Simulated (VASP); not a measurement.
Given:

```yaml
crystal:
  lattice:
    - [0.00000, 1.77490, 1.77490]
    - [1.77490, 0.00000, 1.77490]
    - [1.77490, 1.77490, 0.00000]
  atoms:
    - { symbol: C, position: [0.00000, 0.00000, 0.00000] }
    - { symbol: C, position: [0.25000, 0.25000, 0.25000] }
```

Method: revPBE GGA, VASP's PBE PAW potentials (set 64) (plane waves; VASP). Settings: 520 eV cut-off, 13×13×13 Γ-centred mesh, Gaussian smearing of 0.050 eV, potentials C.

### Question
Give the stress tensor in GPa (positive for a compressed cell).

### Answer

```
13.59   0.00   0.00
 0.00  13.59   0.00
 0.00   0.00  13.59
```
The pressure is its mean diagonal, 13.59 GPa.

The compound is C in the diamond structure. This cell is one point of a volume scan, at 0.97 of the reference volume.
